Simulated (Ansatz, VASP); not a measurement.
**TiC: VASP beside Ansatz**

Aim: how closely do two programs agree when they are given the same cell, functional and k mesh? The cell is taken from a series of runs on this material, whose earlier steps may have relaxed, scaled, displaced or heated it; both programs get it as it stands.

Main program and level: Ansatz 0.2.0; plane waves, with VASP 6.6.1 beside it; zone-centre phonons at LDA.

### Step 1. The starting structure

Symmetry: I4/mmm, No. 139, tetragonal system. Conventional cell: a = 2.983 Å, b = 2.983 Å, c = 4.280 Å, α = 90.00°, β = 90.00°, γ = 90.00°. C has 6 Ti at 2.11 to 2.14 Å nearest. Ti has 6 C at 2.11 to 2.14 Å nearest. Farther neighbours are not listed.

Structure file:

```
C Ti
1.0
     0.00000    2.10911    2.14010
     2.10911    0.00000    2.14010
     2.10911    2.10911    0.00000
C Ti
1 1
Direct
  0.50000 0.50000 0.50000
  0.00000 0.00000 0.00000
```

### Step 2. VASP: zone-centre phonons, LDA, pair 1

Second derivatives magnify differences that forces hide, and they need a tight electronic threshold.

Lines of VASP's logs that name or quote its potential files are left out, and so is its time.

The input, INCAR:

```
SYSTEM = TiC
PREC = Accurate
ENCUT = 600
EDIFF = 1E-08
NELM = 120
ISMEAR = 1
SIGMA = 0.2
LREAL = .FALSE.
ALGO = Normal
GGA = PW92
NBANDS = 14
LASPH = .TRUE.
LORBIT = 11
LWAVE = .FALSE.
LCHARG = .FALSE.
ISIF = 2
IBRION = 8
GGA_COMPAT = .FALSE.
KPAR = 2
```

The input, POSCAR:

```
TiC
1.0
    0.0000000000      2.1091092458      2.1400985189
    2.1091092458      0.0000000000      2.1400985189
    2.1091092458      2.1091092458      0.0000000000
C Ti
1 1
Direct
    0.5000000000      0.5000000000      0.5000000000
    0.0000000000      0.0000000000      0.0000000000
```

The input, KPOINTS:

```
Automatic mesh
0
Gamma
16 16 16
0 0 0
```

Potentials, in the order of the species: C and Ti_sv (LDA family, release 64).

Started as:

```sh
> mpirun -np 2 vasp_std
```

Numbers of over 12 decimals in the logs are rounded to 6 here.

The program printed:

```text
[banner, memory and clock lines left out]
running    2 mpi-ranks, on    1 nodes
 distrk:  each k-point on    1 cores,    2 groups
 distr:  one band on    1 cores,    1 groups

 POSCAR found type information on POSCAR C Ti
 POSCAR found :  2 types and       2 ions
|                                                                             |
|               ----> ADVICE to this user running VASP <----                  |
|                                                                             |
|     You enforced a specific xc type in the INCAR file but a different       |
|     [... a line on the potential file left out ...]
|     I HOPE YOU KNOW WHAT YOU ARE DOING!                                     |
|                                                                             |

 LDA part: xc-table for (Slater(with rela. corr.)+PW92), standard interpolation
 POSCAR, INCAR and KPOINTS ok, starting setup
 FFT: planning ... GRIDC
 FFT: planning ... GRID_SOFT
 FFT: planning ... GRID
 WAVECAR not read
 entering main loop
       N       E                     dE             d eps       ncg     rms          rms(c)
DAV:   1     0.125419737284E+03    0.12542E+03   -0.88768E+03  9788   0.152E+03
DAV:   2    -0.173688455458E+02   -0.14279E+03   -0.13433E+03 10366   0.370E+02
DAV:   3    -0.255733166120E+02   -0.82045E+01   -0.80219E+01 12634   0.860E+01
DAV:   4    -0.259149039011E+02   -0.34159E+00   -0.34127E+00 12466   0.159E+01
DAV:   5    -0.259231573793E+02   -0.82535E-02   -0.82531E-02 13050   0.214E+00    0.193E+01
DAV:   6    -0.211178473220E+02    0.48053E+01   -0.12844E+01 13998   0.608E+01    0.679E+00
DAV:   7    -0.205663310315E+02    0.55152E+00   -0.21858E+00 11866   0.224E+01    0.550E+00
DAV:   8    -0.205369673952E+02    0.29364E-01   -0.11509E-01 10884   0.400E+00    0.334E+00
DAV:   9    -0.205299502391E+02    0.70172E-02   -0.92087E-02 12104   0.347E+00    0.691E-01
DAV:  10    -0.205291991697E+02    0.75107E-03   -0.98830E-03 13452   0.133E+00    0.606E-01
DAV:  11    -0.205277095682E+02    0.14896E-02   -0.41899E-03 10510   0.980E-01    0.135E-01
DAV:  12    -0.205277050804E+02    0.44878E-05   -0.33864E-04 10960   0.229E-01    0.321E-02
DAV:  13    -0.205276980152E+02    0.70651E-05   -0.14294E-05 13950   0.417E-02    0.855E-03
DAV:  14    -0.205276975817E+02    0.43348E-06   -0.52430E-07 11276   0.648E-03    0.232E-03
DAV:  15    -0.205276975348E+02    0.46959E-07   -0.75556E-08 14140   0.251E-03    0.380E-04
DAV:  16    -0.205276975315E+02    0.33056E-08   -0.68595E-09  7148   0.835E-04
   1 F= -.20527698E+02 E0= -.20527658E+02  d E =-.119051E-03
 Linear response reoptimize wavefunctions to high precision
DAV:   1    -0.205276975307E+02    0.74965E-09   -0.65591E-10  7578   0.242E-04
DAV:   2    -0.205276975307E+02   -0.14325E-10   -0.11065E-10  6002   0.948E-05
 Linear response DOF=           4
 Linear response progress:
  Degree of freedom:   1/  4
       N       E                     dE             d eps       ncg     rms          rms(c)
RMM:   1    -0.127311802144E+00   -0.12731E+00   -0.60885E-02 37139   0.241E+00
RMM:   2    -0.116787839206E+00    0.10524E-01   -0.60720E-03 34012   0.598E-01    0.151E-01
RMM:   3    -0.117423657986E+00   -0.63582E-03   -0.21160E-03 35152   0.255E-01    0.690E-02
RMM:   4    -0.118463330735E+00   -0.10397E-02   -0.75436E-04 35816   0.153E-01    0.148E-02
RMM:   5    -0.118592849857E+00   -0.12952E-03   -0.16969E-04 40964   0.620E-02    0.310E-03
RMM:   6    -0.118584991029E+00    0.78588E-05   -0.22194E-05 40318   0.255E-02    0.169E-03
RMM:   7    -0.118578508489E+00    0.64825E-05   -0.49772E-06 40958   0.122E-02    0.791E-04
RMM:   8    -0.118583263354E+00   -0.47549E-05   -0.10195E-06 40919   0.608E-03    0.374E-04
RMM:   9    -0.118580968771E+00    0.22946E-05   -0.77433E-08 41328   0.324E-03    0.140E-04
RMM:  10    -0.118580952070E+00    0.16701E-07   -0.66343E-07 39999   0.177E-03    0.965E-05
RMM:  11    -0.118581033955E+00   -0.81886E-07   -0.19782E-07 40760   0.950E-04    0.533E-05
RMM:  12    -0.118581029978E+00    0.39771E-08    0.45060E-08 42917   0.505E-04    0.523E-05
 first order change of Fermi-energy  -0.24854E-03
 force on displaced ion       1 direction 1 : -12.085   0.000   0.000
 Linear response progress:
  Degree of freedom:   2/  4
       N       E                     dE             d eps       ncg     rms          rms(c)
RMM:   1    -0.125668345680E+00   -0.12567E+00   -0.54350E-02 21123   0.225E+00
RMM:   2    -0.116138377720E+00    0.95300E-02   -0.54269E-03 18865   0.557E-01    0.147E-01
RMM:   3    -0.116761430788E+00   -0.62305E-03   -0.18619E-03 19269   0.239E-01    0.672E-02
RMM:   4    -0.117765823378E+00   -0.10044E-02   -0.72972E-04 19803   0.147E-01    0.143E-02
RMM:   5    -0.117888815603E+00   -0.12299E-03   -0.15065E-04 22610   0.570E-02    0.323E-03
RMM:   6    -0.117878998771E+00    0.98168E-05   -0.19802E-05 22169   0.228E-02    0.158E-03
RMM:   7    -0.117868644254E+00    0.10355E-04   -0.41047E-06 22189   0.108E-02    0.680E-04
RMM:   8    -0.117875224079E+00   -0.65798E-05   -0.82719E-07 22620   0.533E-03    0.322E-04
RMM:   9    -0.117872569277E+00    0.26548E-05   -0.27716E-07 22551   0.284E-03    0.975E-05
RMM:  10    -0.117872960811E+00   -0.39153E-06   -0.80339E-07 22455   0.151E-03    0.680E-05
RMM:  11    -0.117872901457E+00    0.59354E-07    0.77377E-10 22934   0.791E-04    0.318E-05
RMM:  12    -0.117872872903E+00    0.28554E-07   -0.53234E-08 23593   0.417E-04    0.197E-05
RMM:  13    -0.117872780072E+00    0.92830E-07   -0.13185E-07 22419   0.239E-04    0.257E-05
RMM:  14    -0.117872826011E+00   -0.45939E-07   -0.36536E-08 22117   0.151E-04    0.195E-05
RMM:  15    -0.117872825907E+00    0.10385E-09   -0.11802E-08 23422   0.740E-05    0.154E-05
 first order change of Fermi-energy   0.99812E-03
 force on displaced ion       1 direction 3 :   0.000   0.000 -10.589
 Linear response progress:
  Degree of freedom:   3/  4
       N       E                     dE             d eps       ncg     rms          rms(c)
RMM:   1    -0.663382543861E+00   -0.66338E+00    0.91852E+00 17571   0.131E+02
RMM:   2    -0.637410549273E+00    0.25972E-01   -0.23757E-01 29333   0.501E+00    0.232E-01
RMM:   3    -0.636594471087E+00    0.81608E-03   -0.18797E-02 34810   0.118E+00    0.114E-01
RMM:   4    -0.635885007832E+00    0.70946E-03   -0.74767E-03 38124   0.514E-01    0.213E-02
RMM:   5    -0.636430183402E+00   -0.54518E-03   -0.11742E-03 40504   0.204E-01    0.101E-02
RMM:   6    -0.636742213030E+00   -0.31203E-03   -0.31380E-04 40556   0.889E-02    0.741E-03
RMM:   7    -0.637000634717E+00   -0.25842E-03   -0.79236E-05 37717   0.444E-02    0.273E-03
RMM:   8    -0.637188063523E+00   -0.18743E-03   -0.37378E-05 38568   0.251E-02    0.260E-03
RMM:   9    -0.637090080070E+00    0.97983E-04   -0.20829E-05 37869   0.147E-02    0.775E-04
RMM:  10    -0.637112964918E+00   -0.22885E-04   -0.15823E-05 40832   0.852E-03    0.254E-04
RMM:  11    -0.637125917769E+00   -0.12953E-04   -0.12035E-05 40756   0.554E-03    0.631E-05
RMM:  12    -0.637123618920E+00    0.22988E-05   -0.94662E-06 42176   0.385E-03    0.952E-05
RMM:  13    -0.637122583913E+00    0.10350E-05   -0.78532E-06 41808   0.288E-03    0.160E-04
RMM:  14    -0.637125852696E+00   -0.32688E-05   -0.61619E-06 37750   0.232E-03    0.933E-05
[...]
RMM:  28    -0.637130080578E+00   -0.34873E-07   -0.54714E-07 35078   0.324E-04    0.106E-05
RMM:  29    -0.637130084984E+00   -0.44057E-08   -0.49225E-07 26353   0.289E-04    0.125E-05
RMM:  30    -0.637130089962E+00   -0.49778E-08   -0.41665E-07 23349   0.258E-04    0.143E-05
RMM:  31    -0.637130100116E+00   -0.10154E-07   -0.37522E-07 28767   0.232E-04    0.157E-05
RMM:  32    -0.637130106931E+00   -0.68145E-08   -0.31189E-07 23873   0.208E-04    0.170E-05
RMM:  33    -0.637130108733E+00   -0.18023E-08   -0.28117E-07 21100   0.187E-04    0.185E-05
RMM:  34    -0.637130118286E+00   -0.95533E-08   -0.24657E-07 28302   0.168E-04    0.193E-05
RMM:  35    -0.637130126404E+00   -0.81177E-08   -0.21365E-07 28133   0.151E-04    0.200E-05
 first order change of Fermi-energy   0.40942E-03
 force on displaced ion       2 direction 1 : -12.083   0.000   0.000
 Linear response progress:
  Degree of freedom:   4/  4
       N       E                     dE             d eps       ncg     rms          rms(c)
RMM:   1    -0.683854297173E+00   -0.68385E+00    0.72639E+00  9910   0.130E+02
RMM:   2    -0.657622095197E+00    0.26232E-01   -0.23192E-01 16331   0.495E+00    0.230E-01
RMM:   3    -0.657032502703E+00    0.58959E-03   -0.18562E-02 19271   0.117E+00    0.113E-01
RMM:   4    -0.656464703329E+00    0.56780E-03   -0.75196E-03 21181   0.511E-01    0.209E-02
RMM:   5    -0.657085340013E+00   -0.62064E-03   -0.11606E-03 22379   0.201E-01    0.101E-02
RMM:   6    -0.657386920653E+00   -0.30158E-03   -0.30081E-04 22494   0.872E-02    0.762E-03
RMM:   7    -0.657608758171E+00   -0.22184E-03   -0.76921E-05 21001   0.431E-02    0.330E-03
RMM:   8    -0.657859025058E+00   -0.25027E-03   -0.35719E-05 20561   0.259E-02    0.306E-03
RMM:   9    -0.657737810307E+00    0.12121E-03   -0.17943E-05 20843   0.152E-02    0.966E-04
RMM:  10    -0.657767407323E+00   -0.29597E-04   -0.13660E-05 22374   0.867E-03    0.264E-04
RMM:  11    -0.657779980336E+00   -0.12573E-04   -0.12147E-05 22687   0.556E-03    0.589E-05
RMM:  12    -0.657779279908E+00    0.70043E-06   -0.93230E-06 23797   0.384E-03    0.775E-05
RMM:  13    -0.657778861225E+00    0.41868E-06   -0.80252E-06 23354   0.282E-03    0.123E-04
RMM:  14    -0.657780329077E+00   -0.14679E-05   -0.62650E-06 21878   0.223E-03    0.110E-04
[...]
RMM:  29    -0.657785189540E+00   -0.61978E-08   -0.48156E-07 14805   0.250E-04    0.975E-06
RMM:  30    -0.657785207560E+00   -0.18020E-07   -0.45146E-07 17460   0.224E-04    0.120E-05
RMM:  31    -0.657785213523E+00   -0.59626E-08   -0.37013E-07 12448   0.199E-04    0.133E-05
RMM:  32    -0.657785213251E+00    0.27156E-09   -0.34465E-07 11291   0.178E-04    0.144E-05
RMM:  33    -0.657785217702E+00   -0.44511E-08   -0.28081E-07 12575   0.159E-04    0.157E-05
RMM:  34    -0.657785217744E+00   -0.41602E-10   -0.26094E-07 12882   0.143E-04    0.160E-05
RMM:  35    -0.657785210513E+00    0.72309E-08   -0.23733E-07 12647   0.128E-04    0.173E-05
RMM:  36    -0.657785200725E+00    0.97878E-08   -0.17643E-07 14667   0.115E-04    0.172E-05
 first order change of Fermi-energy  -0.81230E-03
 force on displaced ion       2 direction 3 :   0.000   0.000 -10.600
 Linear response finished
```

From OUTCAR (step 2):

```text
ion  position               nearest neighbor table
   1  0.500  0.500  0.500-   2 2.11   2 2.11   2 2.11   2 2.11   2 2.14   2 2.14
   2  0.000  0.000  0.000-   1 2.11   1 2.11   1 2.11   1 2.11   1 2.14   1 2.14

  LATTYP: Found a body centered tetragonal cell.
 ALAT       =     2.9827308999
 C/A-ratio  =     1.4349926901

 Subroutine GETGRP returns: Found 16 space group operations
 (whereof 16 operations were pure point group operations)

The static configuration has the point symmetry D_4h.

 Found    349 irreducible k-points:

   k-points           NKPTS =    349   k-points in BZ     NKDIM =    349   number of bands    NBANDS=     14

   dimension x,y,z NGX =    24 NGY =   24 NGZ =   24
   dimension x,y,z NGXF=    48 NGYF=   48 NGZF=   48

   ENCUT  =  600.0 eV  44.10 Ry    6.64 a.u.   6.00  6.00  5.96*2*pi/ulx,y,z

   NELECT =      16.0000    total number of electrons

 k-points in reciprocal lattice and weights: Automatic mesh
   0.00000000  0.00000000  0.00000000       0.000
   0.06250000  0.00000000  0.00000000       0.002
   0.12500000  0.00000000  0.00000000       0.002
   0.18750000  0.00000000  0.00000000       0.002
   0.25000000  0.00000000  0.00000000       0.002
   0.31250000  0.00000000  0.00000000       0.002
   0.37500000  0.00000000  0.00000000       0.002
   0.43750000  0.00000000  0.00000000       0.002
   0.50000000  0.00000000  0.00000000       0.001
[...]
-0.31250000  0.18750000  0.50000000       0.001
  -0.25000000  0.25000000  0.50000000       0.000

 average (electrostatic) potential at core
       1 -47.9538       2 -70.2041

  Total        0.8601991      0.8601991      0.0297190      0.0000000      0.0000000      0.0000000
  in kB       72.3848429     72.3848429      2.5008255      0.0000000      0.0000000      0.0000000
  external PRESSURE =      49.0901704 kB  Pullay stress =       0.0000000 kB

  energy-cutoff  :      600.00
  volume of cell :       19.04
      direct lattice vectors                 reciprocal lattice vectors
     0.000000000  2.109109246  2.140098519    -0.237066904  0.237066904  0.233634104
     2.109109246  0.000000000  2.140098519     0.237066904 -0.237066904  0.233634104
     2.109109246  2.109109246  0.000000000     0.237066904  0.237066904 -0.233634104

 POSITION                                       TOTAL-FORCE (eV/Angst)
 -----------------------------------------------------------------------------------
      2.10911      2.10911      2.14010         0.000000      0.000000      0.000000
      0.00000      0.00000      0.00000        -0.000000     -0.000000     -0.000000
 -----------------------------------------------------------------------------------
    total drift:                                0.000000     -0.000000     -0.000000

 Eigenvectors and eigenvalues of the dynamical matrix
 ----------------------------------------------------

   1 f  =   17.538230 THz   110.195946 2PiTHz  585.012367 cm-1    72.532257 meV
             X         Y         Z           dx          dy          dz
      2.109109  2.109109  2.140099     0.000000    0.894140    0.000000
      0.000000  0.000000  0.000000     0.000000   -0.447788   -0.000000

   2 f  =   17.538230 THz   110.195946 2PiTHz  585.012367 cm-1    72.532257 meV
             X         Y         Z           dx          dy          dz
      2.109109  2.109109  2.140099    -0.894140    0.000000    0.000000
      0.000000  0.000000  0.000000     0.447788    0.000000    0.000000

   3 f  =   16.418693 THz   103.161690 2PiTHz  547.668645 cm-1    67.902227 meV
             X         Y         Z           dx          dy          dz
      2.109109  2.109109  2.140099     0.000000    0.000000   -0.894029
      0.000000  0.000000  0.000000     0.000000   -0.000000    0.448010

   4 f/i=    0.000729 THz     0.004583 2PiTHz    0.024331 cm-1     0.003017 meV
             X         Y         Z           dx          dy          dz
      2.109109  2.109109  2.140099    -0.447788    0.000000    0.000000
      0.000000  0.000000  0.000000    -0.894140    0.000000    0.000000

   5 f/i=    0.000729 THz     0.004583 2PiTHz    0.024331 cm-1     0.003017 meV
             X         Y         Z           dx          dy          dz
      2.109109  2.109109  2.140099     0.000000   -0.447788    0.000000
      0.000000  0.000000  0.000000     0.000000   -0.894140    0.000000

   6 f/i=    0.003380 THz     0.021236 2PiTHz    0.112738 cm-1     0.013978 meV
             X         Y         Z           dx          dy          dz
      2.109109  2.109109  2.140099     0.000000    0.000000    0.448010
      0.000000  0.000000  0.000000     0.000000    0.000000    0.894029

 ELASTIC MODULI CONTR FROM IONIC RELAXATION (kBar)
 Direction    XX          YY          ZZ          XY          YZ          ZX
 --------------------------------------------------------------------------------
 XX           0.0000      0.0000      0.0000      0.0000      0.0000      0.0000
 YY           0.0000      0.0000      0.0000      0.0000      0.0000      0.0000
 ZZ           0.0000      0.0000      0.0000      0.0000      0.0000      0.0000
 XY           0.0000      0.0000      0.0000      0.0000      0.0000      0.0000
 YZ           0.0000      0.0000      0.0000      0.0000      0.0000      0.0000
 ZX           0.0000      0.0000      0.0000      0.0000      0.0000      0.0000
 --------------------------------------------------------------------------------
```

[end of part 1 of 2]

[Lines on the potential files, build, host, timing and source positions are cut from VASP's logs without a mark.]

[Logs are printed without paths, hosts, clocks, repeated set-up lines and the standing remarks that a program may print on its own settings, such as how far it seeks lower states.]

[Hosts, paths, dates, database ids (printed as entryN), source tags and the programs' standing remarks are cut or masked in the printed files.]
